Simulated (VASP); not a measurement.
```xyz
12
Lattice="8.2908 0.0000 0.0000 0.0000 4.4037 2.4899 0.0000 -4.4037 2.4899" Properties=species:S:1:pos:R:3 pbc="T T T"
Si     7.7714     1.4492     2.5119
Si     0.5195    -1.4492     2.5119
Si     4.6649     1.4492     2.5119
Si     3.6259    -1.4492     2.5119
O      0.0000     0.0000     2.9983
O      4.1454     0.0000     2.9983
O      4.4978    -1.9096     1.2375
O      3.7930     1.9096     1.2375
O      7.9384    -1.9096     1.2375
O      0.3524     1.9096     1.2375
O      2.0727    -1.3858     2.0867
O      6.2181     1.3858     2.0867
```

The numbers are results of r2SCAN meta-GGA, VASP's PBE PAW potentials (set 64) (plane waves; VASP 6.6.1), not measurements. Settings: 520 eV cut-off, 3×6×6 Γ-centred mesh, tetrahedra with Blöchl corrections, potentials Si O.

Question: Predict the energy per atom (σ→0), band gap (over mesh and band path) with the smallest direct gap where there is one.

Answer: 
```json
{
 "band gap (over mesh and band path)": "6.40 eV",
 "smallest direct gap (over mesh and band path)": "6.40 eV",
 "energy per atom (σ→0)": "-9.930 eV/atom"
}
```

The structure comes from a computed database's SiO2 entry (Ama2); how it stands against other phases isn't given here. It was relaxed first.
